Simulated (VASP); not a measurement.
The system is Ni.

```
CELL_PARAMETERS angstrom
0.00000 1.76194 1.76194
1.76194 0.00000 1.76194
1.76194 1.76194 0.00000
ATOMIC_POSITIONS crystal
Ni 0.00000 0.00000 0.00000
```

* Program: VASP 6.6.1
* Task: relaxation of cell and atoms
* Functional: PBEsol
* Potentials or basis: VASP PAW PBE potentials, release 64 (Ni)
* Cutoff: 520 eV
* k mesh: 20 × 20 × 20
* Occupations: gaussian, width 0.1 eV
* Spin: collinear spin, ferromagnetic start
* Starting moments: [0.8] μB

At the start: pressure -10.5 GPa; volume 10.94 Å³/atom.

Where does the relaxation end?

Over 6 steps the energy falls by 19.3 meV/atom and the volume is 10.38 Å³/atom (-5.1 %); space group Fm-3m (No. 225, to 0.05 Å); moment 0.62 μB per cell.

The path:
```csv
step,energy change (eV),largest force (eV/Å),pressure (GPa),volume (Å³)
1,0.0000,0.0000,-10.50,10.94
2,0.0025,0.0000,13.76,9.84
3,-0.0193,0.0000,-0.09,10.38
4,-0.0193,0.0000,0.16,10.37
5,-0.0193,0.0000,-0.15,10.39
6,-0.0193,0.0000,0.02,10.38
```

Final structure:
```
Ni
1.0
     0.00000    1.73133    1.73133
     1.73133    0.00000    1.73133
     1.73133    1.73133    0.00000
Ni
1
Direct
  0.00000 0.00000 0.00000
```

Caveat: the PAW data sets were made with another functional, which shifts forces and pressure a little.
